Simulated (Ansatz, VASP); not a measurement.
# Two plane-wave programs on Ir2Rh

```
CELL_PARAMETERS angstrom
2.70521 0.00000 0.00000
-1.35260 2.34278 0.00000
0.00000 0.00000 6.62637
ATOMIC_POSITIONS crystal
Ir 0.33333 0.66667 0.66667
Ir 0.66667 0.33333 0.33333
Rh 0.00000 0.00000 0.00000
```

Alike in both runs: task relaxation of cell and atoms; functional PBE; k mesh 6 × 6 × 4; occupations gaussian, width 0.1 eV; no spin polarisation.

|  | VASP | Ansatz |
| --- | --- | --- |
| version | VASP 6.6.1 | Ansatz 0.2.0 |
| potentials or method | VASP PAW PBE potentials, release 64 (Ir, Rh_pv) | scalar-relativistic, plane waves, PAW |
| plane-wave cutoff (eV) | 600 | 420 |
| valence electrons in the cell | 33 | 51 |

Ansatz gave:

* gap on the k mesh at the Fermi level, each at its own relaxed structure (eV): none
* relaxed volume (Å³/atom): 14.36
* relaxed cell length with the largest relative difference (Å): 2.736
* energy change over the relaxation (meV/atom): -10

Q: Which values does VASP return?

A: gap on the k mesh at the Fermi level, each at its own relaxed structure (eV): none; relaxed volume (Å³/atom): 14.37; relaxed cell length with the largest relative difference (Å): 2.737; energy change over the relaxation (meV/atom): -11.

A gap of «none» marks a metal or a gap that the smearing closes. The two sets of potentials don't hold the same shells in valence.

Caveats: the k mesh is coarse (spacing up to 0.45 Å⁻¹), so the values aren't converged. The runs have no spin-orbit coupling, so splittings on Ir are missing.
